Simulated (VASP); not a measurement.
Level of theory: PBEsol GGA, VASP's PBE PAW potentials (set 64) (plane waves; VASP).

The input files of a VASP run:

### KPOINTS
```
kpoints
0
gamma
9 9 5
```

File POSCAR:
```
PbO
1
    3.5435496005    -0.0000000000     0.0000000000
   -1.7717748003     3.0688042619    -0.0000000000
   -0.0000000000     0.0000000000     6.4214973933
Pb O
2 2
Direct
  0.0000000000   1.0000000000   0.0000000000
  0.0000000000   0.0000000000   0.5000000000
  0.3333330000   0.6666670000   0.2500000000
  0.6666670000   0.3333330000   0.7500000000
```

### INCAR
```
SYSTEM = PbO
PREC = Accurate; ENCUT = 520; LREAL = .FALSE.
LASPH = .TRUE.
EDIFF = 1E-6; NELM = 100; ALGO = Normal
LMAXMIX = 4
ISMEAR = 1; SIGMA = 0.1
GGA = PS
IBRION = 2; NSW = 60; ISIF = 3
EDIFFG = -0.02
LWAVE = .FALSE.; LCHARG = .FALSE.
```

POTCAR, in this order: Pb_d O (PBE.64 set). Program: vasp_std.

What will the output report for the number of irreducible k-points (NKPTS), number of bands (NBANDS), largest plane-wave count, number of space-group operations, FFT grid (NGX, NGY, NGZ)?

| Item | Result |
|---|---|
| number of irreducible k-points (NKPTS) | 36 |
| number of bands (NBANDS) | 24 |
| largest plane-wave count | 1908 |
| number of space-group operations | 24 |
| FFT grid (NGX, NGY, NGZ) | 28 × 28 × 48 |

The structure was generated: PbO was put into the NiAs type type (P6_3/mmc), which need not be its known phase. It was relaxed first, which changed the volume by +50 %. The start is the result of an earlier pass.
